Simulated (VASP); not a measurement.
All values below come from LDA (Ceperley-Alder, Perdew-Zunger), VASP's LDA PAW potentials (set 64) (plane waves; VASP).

Input for VASP

### INCAR
```
ALGO=Normal
EDIFF=1E-6
EDIFFG=-0.02
ENCUT=500
IBRION=2
ISIF=3
ISMEAR=1
LASPH=.TRUE.
LCHARG=.FALSE.
LMAXMIX=4
LREAL=.FALSE.
LWAVE=.FALSE.
NELM=100
NSW=40
PREC=Accurate
PSTRESS=450
SIGMA=0.1
SYSTEM=Mo3Si
```

File POSCAR:
```
Mo3Si
1
    4.6985925338     0.0000000000     0.0000000000
    0.0000000000     4.6985925338     0.0000000000
    0.0000000000     0.0000000000     4.6985925338
Si Mo
2 6
Direct
  0.5000000000   0.5000000000   0.5000000000
  0.0000000000   0.0000000000   0.0000000000
  0.2500000000   0.0000000000   0.5000000000
  0.5000000000   0.2500000000   0.0000000000
  0.5000000000   0.7500000000   0.0000000000
  0.7500000000   0.0000000000   0.5000000000
  0.0000000000   0.5000000000   0.7500000000
  0.0000000000   0.5000000000   0.2500000000
```

KPOINTS:
```
Automatic mesh
0
Gamma
7 7 7
0 0 0
```

POTCAR, in this order: Si Mo_sv (LDA.64 set). Program: vasp_std.

Output of the run:

**OUTCAR**
```
 ion  position               nearest neighbor table
   1  0.500  0.500  0.500-   3 2.63   4 2.63   5 2.63   6 2.63   7 2.63   8 2.63   4 2.63   5 2.63
                             3 2.63   6 2.63   7 2.63   8 2.63
   2  0.000  0.000  0.000-   3 2.63   4 2.63   5 2.63   6 2.63   7 2.63   8 2.63   3 2.63   6 2.63
                             7 2.63   8 2.63   4 2.63   5 2.63
   3  0.250  0.000  0.500-   6 2.35   6 2.35   1 2.63   2 2.63   1 2.63   2 2.63   8 2.88   5 2.88
                             4 2.88   5 2.88   4 2.88   7 2.88   8 2.88   7 2.88
   4  0.500  0.250  0.000-   5 2.35   5 2.35   1 2.63   1 2.63   2 2.63   2 2.63   8 2.88   3 2.88
                             3 2.88   6 2.88   6 2.88   7 2.88   7 2.88   8 2.88
   5  0.500  0.750  0.000-   4 2.35   4 2.35   1 2.63   1 2.63   2 2.63   2 2.63   8 2.88   3 2.88
                             3 2.88   6 2.88   6 2.88   7 2.88   7 2.88   8 2.88
   6  0.750  0.000  0.500-   3 2.35   3 2.35   1 2.63   2 2.63   1 2.63   2 2.63   8 2.88   4 2.88
                             4 2.88   5 2.88   5 2.88   7 2.88   8 2.88   7 2.88
   7  0.000  0.500  0.750-   8 2.35   8 2.35   1 2.63   2 2.63   2 2.63   1 2.63   3 2.88   4 2.88
                             5 2.88   3 2.88   6 2.88   6 2.88   4 2.88   5 2.88
   8  0.000  0.500  0.250-   7 2.35   7 2.35   1 2.63   2 2.63   2 2.63   1 2.63   3 2.88   4 2.88
                             5 2.88   3 2.88   6 2.88   6 2.88   4 2.88   5 2.88
  LATTYP: Found a simple cubic cell.
 ALAT       =     4.6985925338
 Subroutine PRICEL returns:
 Original cell was already a primitive cell.
 Subroutine GETGRP returns: Found 48 space group operations
The static configuration has the point symmetry T_h .
 The point group associated with its full space group is O_h .
The dynamic configuration has the point symmetry T_h .
 Subroutine INISYM returns: Found 48 space group operations
 Subroutine IBZKPT returns following result:
 Found     20 irreducible k-points:

 Following reciprocal coordinates:
            Coordinates               Weight
  0.000000  0.000000  0.000000      1.000000
  0.142857  0.000000  0.000000      6.000000
  0.285714  0.000000  0.000000      6.000000
  0.428571  0.000000  0.000000      6.000000
  0.142857  0.142857  0.000000     12.000000
  0.285714  0.142857  0.000000     24.000000
  0.428571  0.142857  0.000000     24.000000
  0.285714  0.285714  0.000000     12.000000
  0.428571  0.285714  0.000000     24.000000
...
```

OSZICAR:
```
       N       E                     dE             d eps       ncg     rms          rms(c)
DAV:   1     0.120732627027E+04    0.12073E+04   -0.54075E+04  2200   0.170E+03
DAV:   2    -0.324584089788E+02   -0.12398E+04   -0.12098E+04  2319   0.564E+02
DAV:   3    -0.896476001533E+02   -0.57189E+02   -0.55645E+02  2835   0.112E+02
DAV:   4    -0.907867094753E+02   -0.11391E+01   -0.11270E+01  2641   0.132E+01
DAV:   5    -0.908056968435E+02   -0.18987E-01   -0.18951E-01  2563   0.172E+00    0.599E+01
DAV:   6    -0.872594356273E+02    0.35463E+01   -0.11574E+01  2515   0.171E+01    0.194E+01
DAV:   7    -0.868970718559E+02    0.36236E+00   -0.96275E-01  2667   0.479E+00    0.444E+00
DAV:   8    -0.868463176930E+02    0.50754E-01   -0.11078E-01  2479   0.129E+00    0.503E-01
DAV:   9    -0.868454427465E+02    0.87495E-03   -0.59060E-03  2569   0.311E-01    0.272E-01
DAV:  10    -0.868453229473E+02    0.11980E-03   -0.66118E-04  2700   0.172E-01    0.875E-02
DAV:  11    -0.868453301963E+02   -0.72490E-05   -0.16019E-05  2482   0.228E-02    0.260E-02
DAV:  12    -0.868453289708E+02    0.12255E-05   -0.46077E-06  2397   0.136E-02    0.476E-03
DAV:  13    -0.868453290004E+02   -0.29568E-07   -0.13528E-07  1529   0.197E-03
   1 F= -.57710982E+02 E0= -.57710950E+02  d E =-.577110E+02
       N       E                     dE             d eps       ncg     rms          rms(c)
DAV:   1    -0.112612755133E+03   -0.25767E+02   -0.96199E+02  2200   0.217E+02    0.136E+02
DAV:   2    -0.811240523958E+02    0.31489E+02   -0.89355E+01  2200   0.623E+01    0.138E+01
DAV:   3    -0.788276914920E+02    0.22964E+01   -0.11761E+01  2493   0.203E+01    0.202E+01
DAV:   4    -0.789235186906E+02   -0.95827E-01   -0.22882E+00  2361   0.518E+00    0.265E+00
DAV:   5    -0.788685398230E+02    0.54979E-01   -0.22231E-01  2425   0.288E+00    0.200E+00
DAV:   6    -0.788469942111E+02    0.21546E-01   -0.95056E-02  2541   0.111E+00    0.681E-01
DAV:   7    -0.788460559845E+02    0.93823E-03   -0.20490E-02  2626   0.658E-01    0.147E-01
DAV:   8    -0.788460199291E+02    0.36055E-04   -0.31504E-04  2512   0.934E-02    0.101E-01
DAV:   9    -0.788459895544E+02    0.30375E-04   -0.10202E-04  2352   0.306E-02    0.444E-02
DAV:  10    -0.788459879728E+02    0.15816E-05   -0.17562E-05  2109   0.170E-02    0.664E-03
DAV:  11    -0.788459879049E+02    0.67916E-07   -0.54817E-07  1446   0.403E-03
   2 F= -.54545340E+02 E0= -.54545150E+02  d E =0.316564E+01
       N       E                     dE             d eps       ncg     rms          rms(c)
DAV:   1    -0.109562482520E+03   -0.30716E+02   -0.69451E+02  2221   0.194E+02    0.560E+01
DAV:   2    -0.867085674013E+02    0.22854E+02   -0.82126E+01  2221   0.542E+01    0.211E+01
DAV:   3    -0.859786341153E+02    0.72993E+00   -0.83402E+00  2522   0.164E+01    0.407E+00
DAV:   4    -0.860023845870E+02   -0.23750E-01   -0.47387E-01  2401   0.258E+00    0.183E+00
DAV:   5    -0.860681037850E+02   -0.65719E-01   -0.17211E-01  2419   0.194E+00    0.138E+00
DAV:   6    -0.860740064315E+02   -0.59026E-02   -0.64395E-03  2567   0.313E-01    0.732E-01
DAV:   7    -0.860782694798E+02   -0.42630E-02   -0.30882E-03  2466   0.229E-01    0.119E-01
DAV:   8    -0.860782553731E+02    0.14107E-04   -0.84359E-05  2597   0.371E-02    0.265E-02
DAV:   9    -0.860782528491E+02    0.25241E-05   -0.66534E-06  2089   0.133E-02    0.474E-03
DAV:  10    -0.860782527901E+02    0.58977E-07   -0.10079E-06  1475   0.451E-03
   3 F= -.57881438E+02 E0= -.57881524E+02  d E =-.170456E+00
       N       E                     dE             d eps       ncg     rms          rms(c)
DAV:   1    -0.860298825147E+02    0.48370E-01   -0.10930E-01  2249   0.236E+00    0.999E-01
DAV:   2    -0.860262347968E+02    0.36477E-02   -0.11814E-02  2270   0.664E-01    0.142E-01
DAV:   3    -0.860260603258E+02    0.17447E-03   -0.13141E-03  2556   0.204E-01    0.126E-01
DAV:   4    -0.860260747105E+02   -0.14385E-04   -0.22907E-04  2349   0.449E-02    0.213E-02
DAV:   5    -0.860260703587E+02    0.43518E-05   -0.38727E-05  2403   0.358E-02    0.264E-02
DAV:   6    -0.860260716575E+02   -0.12988E-05   -0.17654E-06  1822   0.614E-03    0.492E-03
DAV:   7    -0.860260714468E+02    0.21072E-06   -0.19199E-06  1678   0.553E-03
   4 F= -.57882085E+02 E0= -.57882139E+02  d E =-.171102E+00
```

File OUTCAR:
```
------------------------ aborting loop because EDIFF is reached ----------------------------------------
  FORCE on cell =-STRESS in cart. coord.  units (eV):
  Direction    XX          YY          ZZ          XY          YZ          ZX
  --------------------------------------------------------------------------------------
  Total       28.0658886     28.0658886     28.0658886      0.0000000      0.0000000     -0.0000000
  in kB      448.7512705    448.7512705    448.7512705      0.0000000      0.0000000     -0.0000000
  external PRESSURE =      -1.2487295 kB  Pullay stress =     450.0000000 kB
  volume of cell :      100.20
      direct lattice vectors                 reciprocal lattice vectors
     4.644738084 -0.000000000  0.000000000     0.215297393 -0.000000000 -0.000000000
     0.000000000  4.644738084  0.000000000     0.000000000  0.215297393 -0.000000000
     0.000000000  0.000000000  4.644738084    -0.000000000 -0.000000000  0.215297393
 POSITION                                       TOTAL-FORCE (eV/Angst)
 -----------------------------------------------------------------------------------
      2.32237      2.32237      2.32237         0.000000      0.000000     -0.000000
      4.64474      4.64474      4.64474         0.000000      0.000000     -0.000000
      1.16118      4.64474      2.32237         0.000000     -0.000000     -0.000000
      2.32237      1.16118      0.00000         0.000000      0.000000      0.000000
      2.32237      3.48355      0.00000        -0.000000      0.000000      0.000000
      3.48355     -0.00000      2.32237        -0.000000     -0.000000      0.000000
      4.64474      2.32237      3.48355        -0.000000      0.000000     -0.000000
      4.64474      2.32237      1.16118         0.000000     -0.000000      0.000000
 -----------------------------------------------------------------------------------
    total drift:                                0.000000      0.000000     -0.000000
  FREE ENERGIE OF THE ION-ELECTRON SYSTEM (eV)
  ---------------------------------------------------
  free  energy   TOTEN  =       -86.0260714468 eV

  energy  without entropy=      -86.0262352794  energy(sigma->0) =      -86.02612606
  enthalpy is  TOTEN    =       -57.8820845997 eV   P V=       28.1439868471

 reached required accuracy - stopping structural energy minimisation
```
(Selected blocks of OUTCAR.)

### CONTCAR
```
Mo3Si
   1.00000000000000
     4.6447380843164892   -0.0000000000000000    0.0000000000000000
     0.0000000000000000    4.6447380843164892    0.0000000000000000
     0.0000000000000000    0.0000000000000000    4.6447380843164892
  Si              Mo
     2     6
Direct
     0.5000000000000000    0.5000000000000000    0.5000000000000000
     1.0000000000000000    1.0000000000000000    1.0000000000000000
     0.2500000000000000    1.0000000000000000    0.5000000000000000
     0.5000000000000000    0.2500000000000000    0.0000000000000000
     0.5000000000000000    0.7500000000000000    0.0000000000000000
     0.7500000000000000    0.0000000000000000    0.5000000000000000
     1.0000000000000000    0.5000000000000000    0.7500000000000000
     1.0000000000000000    0.5000000000000000    0.2500000000000000
```

Energy and stress use the plane-wave basis of the starting cell.

The compound is Mo3Si in the A15 structure. This run relaxes it under an external pressure of 45 GPa. Symmetry was kept, so distortions that lower it aren't found.
